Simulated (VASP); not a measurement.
# Vibrations of InAs: a test of the settings

How far do the zone-centre frequencies of InAs depend on the numerical settings? The starting structure is a measured crystal structure from the Crystallography Open Database.

Method: Kohn-Sham DFT with plane waves and PAW; LDA, in VASP 6.6.1.

## 1. Starting point

The structure is cubic, space group F-43m (No. 216). The conventional cell has a = 6.058 Å, b = 6.058 Å, c = 6.058 Å, α = 90.00°, β = 90.00°, γ = 90.00°. Nearest to In lie 4 As at 2.62 Å. Nearest to As lie 4 In at 2.62 Å. Farther neighbours are not listed.

Structure file:

```cif
data_structure
_symmetry_space_group_name_H-M 'F-43m'
_symmetry_Int_Tables_number 216
_cell_length_a 6.0580
_cell_length_b 6.0580
_cell_length_c 6.0580
_cell_angle_alpha 90.000
_cell_angle_beta 90.000
_cell_angle_gamma 90.000
_cell_volume 222.32
loop_
_atom_site_label
_atom_site_type_symbol
_atom_site_symmetry_multiplicity
_atom_site_Wyckoff_symbol
_atom_site_fract_x
_atom_site_fract_y
_atom_site_fract_z
_atom_site_occupancy
In1 In 4 a 0.00000 0.00000 0.00000 1
As1 As 4 c 0.25000 0.25000 0.25000 1
```

## 2. Reference modes

The cell comes from a relaxation at this level, not shown (54.88 Å³).

Contents of INCAR:

```
SYSTEM = InAs
PREC = Accurate
ENCUT = 450
EDIFF = 1E-08
NELM = 100
ISMEAR = 1
SIGMA = 0.15
LREAL = .FALSE.
ALGO = Normal
GGA = CA
NBANDS = 15
LORBIT = 11
LWAVE = .FALSE.
LCHARG = .FALSE.
KPAR = 4
IBRION = 8
ISIF = 2
```

Contents of POSCAR:

```
InAs
1.0
    0.0000000000      3.0161360037      3.0161360037
    3.0161360037      0.0000000000      3.0161360037
    3.0161360037      3.0161360037      0.0000000000
In As
1 1
Direct
    0.0000000000      0.0000000000      0.0000000000
    0.7500000000      0.7500000000      0.7500000000
```

Contents of KPOINTS:

```
Automatic mesh
0
Gamma
12 12 12
0 0 0
```

The projector-augmented-wave data sets are In_d and As (LDA family, release 64).

On the command line:

```sh
> mpirun -np 4 vasp_std
```

Log:

```text
[banner, memory and clock lines left out]
running    4 mpi-ranks, on    1 nodes
 distrk:  each k-point on    1 cores,    4 groups
 distr:  one band on    1 cores,    1 groups

 POSCAR found type information on POSCAR InAs
 POSCAR found :  2 types and       2 ions
 LDA part: xc-table for (Slater(with rela. corr.)+CA(PZ))
 , standard interpolation
 POSCAR, INCAR and KPOINTS ok, starting setup
 FFT: planning ... GRIDC
 FFT: planning ... GRID_SOFT
 FFT: planning ... GRID
 WAVECAR not read
 entering main loop
       N       E                     dE             d eps       ncg     rms          rms(c)
DAV:   1     0.108595323742E+03    0.10860E+03   -0.77258E+03  2160   0.116E+03
DAV:   2    -0.200127543743E+01   -0.11060E+03   -0.10636E+03  2293   0.286E+02
DAV:   3    -0.915196919688E+01   -0.71507E+01   -0.71159E+01  2797   0.767E+01
DAV:   4    -0.933826938450E+01   -0.18630E+00   -0.18624E+00  2600   0.140E+01
DAV:   5    -0.934600327227E+01   -0.77339E-02   -0.77337E-02  3233   0.237E+00    0.472E+00
DAV:   6    -0.907232558162E+01    0.27368E+00   -0.38209E-01  3365   0.111E+01    0.261E+00
DAV:   7    -0.903344602594E+01    0.38880E-01   -0.11163E-01  3058   0.314E+00    0.686E-01
DAV:   8    -0.903006331577E+01    0.33827E-02   -0.11858E-02  2839   0.133E+00    0.220E-01
DAV:   9    -0.902995072059E+01    0.11260E-03   -0.79079E-04  2749   0.259E-01    0.138E-01
DAV:  10    -0.902997372158E+01   -0.23001E-04   -0.11337E-04  3333   0.179E-01    0.709E-02
DAV:  11    -0.902997781840E+01   -0.40968E-05   -0.35545E-05  3273   0.117E-01    0.521E-02
DAV:  12    -0.902997519450E+01    0.26239E-05   -0.53331E-06  3225   0.321E-02    0.735E-03
DAV:  13    -0.902997523816E+01   -0.43656E-07   -0.71867E-07  2713   0.496E-03    0.191E-03
DAV:  14    -0.902997523450E+01    0.36596E-08   -0.25898E-08  2806   0.243E-03
   1 F= -.90299752E+01 E0= -.90300300E+01  d E =0.164421E-03
 Linear response reoptimize wavefunctions to high precision
DAV:   1    -0.902997523477E+01   -0.26648E-09   -0.36888E-09  2332   0.105E-03
DAV:   2    -0.902997523489E+01   -0.11914E-09   -0.96002E-10  1528   0.241E-04
DAV:   3    -0.902997523490E+01   -0.18645E-10   -0.12643E-10  1444   0.119E-04
 Linear response DOF=           2
 Linear response progress:
  Degree of freedom:   1/  2
       N       E                     dE             d eps       ncg     rms          rms(c)
RMM:   1    -0.235329537696E+00   -0.23533E+00   -0.88022E-02 11347   0.492E+00
RMM:   2    -0.237848087406E+00   -0.25185E-02   -0.13739E-02 14242   0.105E+00    0.797E-02
RMM:   3    -0.237809980127E+00    0.38107E-04   -0.16253E-03 15465   0.324E-01    0.387E-02
RMM:   4    -0.237625517173E+00    0.18446E-03   -0.15028E-04 15799   0.107E-01    0.206E-02
RMM:   5    -0.237579972037E+00    0.45545E-04   -0.12114E-05 16494   0.397E-02    0.772E-03
RMM:   6    -0.237582053714E+00   -0.20817E-05   -0.10322E-05 16486   0.130E-02    0.192E-03
RMM:   7    -0.237591387762E+00   -0.93340E-05   -0.50344E-06 16727   0.393E-03    0.680E-04
RMM:   8    -0.237590464639E+00    0.92312E-06   -0.18445E-06 16629   0.169E-03    0.404E-04
RMM:   9    -0.237589882284E+00    0.58235E-06   -0.14466E-06 16991   0.764E-04    0.918E-05
RMM:  10    -0.237589542927E+00    0.33936E-06   -0.59350E-07 17017   0.341E-04    0.342E-05
RMM:  11    -0.237589368767E+00    0.17416E-06    0.41691E-09 17534   0.189E-04    0.128E-05
RMM:  12    -0.237589367888E+00    0.87850E-09   -0.14978E-07 17604   0.119E-04    0.938E-06
RMM:  13    -0.237589404480E+00   -0.36591E-07    0.64248E-09 16908   0.852E-05    0.121E-05
RMM:  14    -0.237589402866E+00    0.16141E-08    0.28919E-08 17421   0.683E-05    0.337E-05
 first order change of Fermi-energy  -0.44623E-04
 force on displaced ion       1 direction 1 :  -7.601   0.000   0.000
 Linear response progress:
  Degree of freedom:   2/  2
       N       E                     dE             d eps       ncg     rms          rms(c)
RMM:   1    -0.475499558117E-01   -0.47550E-01    0.64096E-02 17533   0.156E+00
RMM:   2    -0.452568169927E-01    0.22931E-02    0.16375E-03 13258   0.580E-01    0.110E-01
RMM:   3    -0.459565621755E-01   -0.69975E-03   -0.20082E-03 15446   0.248E-01    0.467E-02
RMM:   4    -0.461176821297E-01   -0.16112E-03   -0.16226E-04 15764   0.827E-02    0.107E-02
RMM:   5    -0.461465522717E-01   -0.28870E-04   -0.19098E-05 16239   0.306E-02    0.488E-03
RMM:   6    -0.461308828409E-01    0.15669E-04   -0.25932E-06 15828   0.823E-03    0.164E-03
RMM:   7    -0.461290247066E-01    0.18581E-05   -0.19019E-07 17199   0.266E-03    0.112E-03
RMM:   8    -0.461293351361E-01   -0.31043E-06   -0.47003E-08 16685   0.112E-03    0.681E-04
RMM:   9    -0.461300364390E-01   -0.70130E-06    0.29191E-08 15885   0.413E-04    0.744E-05
RMM:  10    -0.461301198239E-01   -0.83385E-07    0.60990E-08 17197   0.175E-04    0.701E-05
RMM:  11    -0.461300903554E-01    0.29468E-07   -0.11972E-07 18059   0.800E-05    0.201E-05
RMM:  12    -0.461301108279E-01   -0.20473E-07    0.26211E-08 16769   0.402E-05    0.779E-06
RMM:  13    -0.461301042366E-01    0.65913E-08   -0.27583E-08 17536   0.272E-05    0.183E-06
 first order change of Fermi-energy   0.30322E-03
 force on displaced ion       2 direction 1 :  -7.595  -0.000  -0.000
 Linear response finished
```

The job ended after 2.6 min (4 MPI ranks of AMD EPYC 7R43, shared host; peak memory 1.9 GiB; 10 min of CPU time).

The logs omit lines about the potential files and the build; timing stands in the text.

From OUTCAR (step 2):

```text
ion  position               nearest neighbor table
   1  0.000  0.000  0.000-   2 2.61   2 2.61   2 2.61   2 2.61
   2  0.750  0.750  0.750-   1 2.61   1 2.61   1 2.61   1 2.61

  LATTYP: Found a face centered cubic cell.
 ALAT       =     6.0322720074

 Subroutine GETGRP returns: Found 24 space group operations
 (whereof 24 operations were pure point group operations)

The static configuration has the point symmetry T_d .

 Found     72 irreducible k-points:

   k-points           NKPTS =     72   k-points in BZ     NKDIM =     72   number of bands    NBANDS=     15

   dimension x,y,z NGX =    30 NGY =   30 NGZ =   30
   dimension x,y,z NGXF=    60 NGYF=   60 NGZF=   60

   ENCUT  =  450.0 eV  33.07 Ry    5.75 a.u.   7.38  7.38  7.38*2*pi/ulx,y,z

   NELECT =      18.0000    total number of electrons

 k-points in reciprocal lattice and weights: Automatic mesh
   0.00000000  0.00000000  0.00000000       0.001
   0.08333333  0.00000000  0.00000000       0.005
   0.16666667  0.00000000  0.00000000       0.005
   0.25000000  0.00000000  0.00000000       0.005
   0.33333333  0.00000000  0.00000000       0.005
   0.41666667  0.00000000  0.00000000       0.005
   0.50000000  0.00000000  0.00000000       0.002
   0.08333333  0.08333333  0.00000000       0.003
   0.16666667  0.08333333  0.00000000       0.014
[...]
-0.33333333  0.50000000  0.16666667       0.007
  -0.25000000  0.50000000  0.25000000       0.003

 average (electrostatic) potential at core
       1 -96.0479       2 -53.0485

  Total       -0.0019792     -0.0019792     -0.0019792     -0.0000000     -0.0000000     -0.0000000
  in kB       -0.0577839     -0.0577839     -0.0577839     -0.0000000     -0.0000000     -0.0000000
  external PRESSURE =      -0.0577839 kB  Pullay stress =       0.0000000 kB

  energy-cutoff  :      450.00
  volume of cell :       54.88
      direct lattice vectors                 reciprocal lattice vectors
     0.000000000  3.016136004  3.016136004    -0.165775018  0.165775018  0.165775018
     3.016136004  0.000000000  3.016136004     0.165775018 -0.165775018  0.165775018
     3.016136004  3.016136004  0.000000000     0.165775018  0.165775018 -0.165775018

 POSITION                                       TOTAL-FORCE (eV/Angst)
 -----------------------------------------------------------------------------------
      0.00000      0.00000      0.00000         0.000000     -0.000000     -0.000000
      4.52420      4.52420      4.52420        -0.000000      0.000000      0.000000
 -----------------------------------------------------------------------------------
    total drift:                                0.000000      0.000000      0.000000

 Eigenvectors and eigenvalues of the dynamical matrix
 ----------------------------------------------------

   1 f  =    6.399578 THz    40.209734 2PiTHz  213.466943 cm-1    26.466516 meV
             X         Y         Z           dx          dy          dz
      0.000000  0.000000  0.000000    -0.628284    0.004595   -0.016746
      4.524204  4.524204  4.524204     0.777493   -0.005686    0.020723

   2 f  =    6.399578 THz    40.209734 2PiTHz  213.466943 cm-1    26.466516 meV
             X         Y         Z           dx          dy          dz
      0.000000  0.000000  0.000000    -0.011599   -0.562118    0.280946
      4.524204  4.524204  4.524204     0.014354    0.695614   -0.347667

   3 f  =    6.399578 THz    40.209734 2PiTHz  213.466943 cm-1    26.466516 meV
             X         Y         Z           dx          dy          dz
      0.000000  0.000000  0.000000     0.012923   -0.281148   -0.561989
      4.524204  4.524204  4.524204    -0.015992    0.347917    0.695454

   4 f/i=    0.001178 THz     0.007399 2PiTHz    0.039279 cm-1     0.004870 meV
             X         Y         Z           dx          dy          dz
      0.000000  0.000000  0.000000     0.757540    0.175786    0.013804
      4.524204  4.524204  4.524204     0.612160    0.142051    0.011155

   5 f/i=    0.001178 THz     0.007399 2PiTHz    0.039279 cm-1     0.004870 meV
             X         Y         Z           dx          dy          dz
      0.000000  0.000000  0.000000    -0.173799    0.734115    0.189280
      4.524204  4.524204  4.524204    -0.140445    0.593230    0.152955

   6 f/i=    0.001178 THz     0.007399 2PiTHz    0.039279 cm-1     0.004870 meV
             X         Y         Z           dx          dy          dz
      0.000000  0.000000  0.000000    -0.029750    0.187437   -0.754281
      4.524204  4.524204  4.524204    -0.024041    0.151465   -0.609527

 ELASTIC MODULI CONTR FROM IONIC RELAXATION (kBar)
 Direction    XX          YY          ZZ          XY          YZ          ZX
 --------------------------------------------------------------------------------
 XX          -0.0000      0.0000     -0.0000      0.0000      0.0000     -0.0000
 YY           0.0000     -0.0000      0.0000     -0.0000     -0.0000      0.0000
 ZZ          -0.0000      0.0000     -0.0000      0.0000      0.0000      0.0000
 XY           0.0000     -0.0000      0.0000   -227.9616     -0.0000      0.0000
 YZ           0.0000     -0.0000      0.0000     -0.0000   -227.9616      0.0000
 ZX          -0.0000      0.0000      0.0000      0.0000      0.0000   -227.9616
 --------------------------------------------------------------------------------
```

Energies printed during the response cycles are not total energies of the cell.

Reference: the zone-centre mode is T2 213.5 cm⁻¹.

## 3. Modes with a 7×7×7 mesh

Against step 2 the input has a 7×7×7 mesh.

INCAR is that of step 2.

POSCAR is that of step 2.

Contents of KPOINTS:

```
Automatic mesh
0
Gamma
7 7 7
0 0 0
```

On the command line:

```sh
> mpirun -np 4 vasp_std
```

Log:

```text
[... set-up lines as in an earlier step ...]
 entering main loop
       N       E                     dE             d eps       ncg     rms          rms(c)
DAV:   1     0.111079238713E+03    0.11108E+03   -0.78562E+03   607   0.117E+03
DAV:   2    -0.168529506905E+01   -0.11276E+03   -0.10835E+03   628   0.294E+02
DAV:   3    -0.914687608065E+01   -0.74616E+01   -0.74293E+01   789   0.785E+01
DAV:   4    -0.933272829393E+01   -0.18585E+00   -0.18582E+00   727   0.141E+01
[...]
DAV:  12    -0.902131703587E+01    0.19320E-05   -0.43990E-06   860   0.283E-02    0.683E-03
DAV:  13    -0.902131708324E+01   -0.47370E-07   -0.63616E-07   761   0.471E-03    0.146E-03
DAV:  14    -0.902131707816E+01    0.50859E-08   -0.25818E-08   779   0.259E-03
   1 F= -.90213171E+01 E0= -.90213800E+01  d E =0.188761E-03
 Linear response reoptimize wavefunctions to high precision
DAV:   1    -0.902131707843E+01   -0.27467E-09   -0.32101E-09   637   0.882E-04
DAV:   2    -0.902131707854E+01   -0.10823E-09   -0.71472E-10   377   0.221E-04
[...]
RMM:  16    -0.237585604128E+00    0.10895E-07    0.24117E-08  3875   0.291E-05    0.125E-05
RMM:  17    -0.237585615876E+00   -0.11749E-07    0.18065E-08  3279   0.248E-05    0.126E-05
RMM:  18    -0.237585610821E+00    0.50556E-08    0.13171E-08  3373   0.235E-05    0.615E-07
 first order change of Fermi-energy  -0.77700E-04
 force on displaced ion       1 direction 1 :  -7.574   0.000   0.000
 Linear response progress:
  Degree of freedom:   2/  2
       N       E                     dE             d eps       ncg     rms          rms(c)
RMM:   1    -0.476797905340E-01   -0.47680E-01    0.62884E-02  3979   0.157E+00
RMM:   2    -0.452965402637E-01    0.23833E-02    0.15514E-03  3035   0.573E-01    0.109E-01
RMM:   3    -0.459802515177E-01   -0.68371E-03   -0.19883E-03  3526   0.243E-01    0.468E-02
RMM:   4    -0.461418139387E-01   -0.16156E-03   -0.17651E-04  3616   0.831E-02    0.106E-02
[...]
RMM:  11    -0.461528474942E-01    0.36435E-07   -0.30075E-08  4066   0.637E-05    0.184E-05
RMM:  12    -0.461528613840E-01   -0.13890E-07    0.19742E-08  3838   0.286E-05    0.625E-06
RMM:  13    -0.461528685608E-01   -0.71768E-08   -0.59938E-09  3990   0.153E-05    0.181E-06
 first order change of Fermi-energy   0.42965E-03
 force on displaced ion       2 direction 1 :  -7.567   0.000   0.000
 Linear response finished
```

Run time: 80 s. Hardware: 4 MPI ranks; peak memory 0.84 GiB.

OUTCAR, selected parts (step 3):

```text
  Total        0.0090174      0.0090174      0.0090174      0.0000000      0.0000000     -0.0000000
  in kB        0.2632752      0.2632752      0.2632752      0.0000000      0.0000000     -0.0000000
  external PRESSURE =       0.2632752 kB  Pullay stress =       0.0000000 kB

 POSITION                                       TOTAL-FORCE (eV/Angst)
 -----------------------------------------------------------------------------------
      0.00000      0.00000      0.00000        -0.000000     -0.000000     -0.000000
      4.52420      4.52420      4.52420         0.000000      0.000000      0.000000
 -----------------------------------------------------------------------------------
    total drift:                                0.000000      0.000000      0.000000

[... 1 part as in an earlier step ...]

[... 1 further part left out ...]
```

With a 7×7×7 mesh the mode is T2 213.1 cm⁻¹, -0.4 cm⁻¹ from the reference.

## 4. Modes with a cutoff of 240 eV

Against step 2 the input has ENCUT = 240.

INCAR: that of step 3 with these lines changed.

```diff
@@ -2,3 +2,3 @@
 PREC = Accurate
-ENCUT = 450
+ENCUT = 240
 EDIFF = 1E-08
```

POSCAR is that of step 3.

Contents of KPOINTS:

```
Automatic mesh
0
Gamma
12 12 12
0 0 0
```

On the command line:

```sh
> mpirun -np 4 vasp_std
```

Log:

```text
[... set-up lines as in an earlier step ...]
 entering main loop
       N       E                     dE             d eps       ncg     rms          rms(c)
DAV:   1     0.855111470654E+02    0.85511E+02   -0.55790E+03  2214   0.715E+02
DAV:   2    -0.486140334742E+01   -0.90373E+02   -0.88019E+02  2468   0.221E+02
DAV:   3    -0.926775920805E+01   -0.44064E+01   -0.43962E+01  2734   0.542E+01
DAV:   4    -0.933977403032E+01   -0.72015E-01   -0.72008E-01  2686   0.793E+00
[...]
DAV:  12    -0.902636961646E+01    0.14535E-05   -0.34841E-06  2727   0.178E-02    0.335E-03
DAV:  13    -0.902636967488E+01   -0.58418E-07   -0.48272E-07  2699   0.465E-03    0.143E-03
DAV:  14    -0.902636967027E+01    0.46055E-08   -0.18311E-08  2180   0.236E-03
   1 F= -.90263697E+01 E0= -.90264245E+01  d E =0.164359E-03
 Linear response reoptimize wavefunctions to high precision
DAV:   1    -0.902636967035E+01   -0.79126E-10   -0.44499E-09  2766   0.557E-04
DAV:   2    -0.902636967037E+01   -0.25238E-10   -0.24460E-10  1493   0.108E-04
 Linear response DOF=           2
 Linear response progress:
[...]
RMM:  16    -0.234929699862E+00    0.25814E-07    0.15896E-08 17120   0.342E-05    0.869E-06
RMM:  17    -0.234929751967E+00   -0.52105E-07    0.14204E-08 16289   0.298E-05    0.357E-06
RMM:  18    -0.234929754391E+00   -0.24235E-08    0.29393E-09 15555   0.279E-05    0.865E-07
 first order change of Fermi-energy  -0.39943E-04
 force on displaced ion       1 direction 1 :  -7.642   0.000   0.000
 Linear response progress:
  Degree of freedom:   2/  2
       N       E                     dE             d eps       ncg     rms          rms(c)
RMM:   1    -0.478090473248E-01   -0.47809E-01    0.59967E-02 17401   0.146E+00
RMM:   2    -0.453165409984E-01    0.24925E-02    0.40247E-05 13314   0.514E-01    0.107E-01
RMM:   3    -0.457991875208E-01   -0.48265E-03   -0.15300E-03 15406   0.203E-01    0.460E-02
RMM:   4    -0.459451107164E-01   -0.14592E-03   -0.10926E-04 15503   0.660E-02    0.981E-03
[...]
RMM:  10    -0.459581981460E-01   -0.15660E-07    0.65818E-08 17096   0.148E-04    0.182E-05
RMM:  11    -0.459582497114E-01   -0.51565E-07    0.16472E-08 16877   0.448E-05    0.158E-05
RMM:  12    -0.459582592014E-01   -0.94900E-08    0.17082E-08 16520   0.215E-05    0.353E-06
 first order change of Fermi-energy   0.30963E-03
 force on displaced ion       2 direction 1 :  -7.619  -0.000  -0.000
 Linear response finished
```

Elapsed: 2.1 min, on 4 MPI ranks; peak memory 1 GiB; 8.3 min of CPU time.

Parts of OUTCAR (step 4):

```text
  Total       -0.1862863     -0.1862863     -0.1862863      0.0000000      0.0000000      0.0000000
  in kB       -5.4388720     -5.4388720     -5.4388720      0.0000000      0.0000000      0.0000000
  external PRESSURE =      -5.4388720 kB  Pullay stress =       0.0000000 kB

 POSITION                                       TOTAL-FORCE (eV/Angst)
 -----------------------------------------------------------------------------------
      0.00000      0.00000      0.00000         0.000000      0.000000      0.000000
      4.52420      4.52420      4.52420        -0.000000     -0.000000     -0.000000
 -----------------------------------------------------------------------------------
    total drift:                               -0.000000     -0.000000      0.000001

[... 1 part as in an earlier step ...]

[... 1 further part left out ...]
```

With a cutoff of 240 eV the mode is T2 213.9 cm⁻¹, +0.4 cm⁻¹ from the reference.

(Part 1 of 2 ends here.)

[Lines on the potential files, build, host, timing and source positions are cut from VASP's logs without a mark.]

[Logs are printed without paths, hosts, clocks, repeated set-up lines and the standing remarks that a program may print on its own settings, such as how far it seeks lower states.]

[Hosts, paths, dates, database ids (printed as entryN), source tags and the programs' standing remarks are cut or masked in the printed files.]
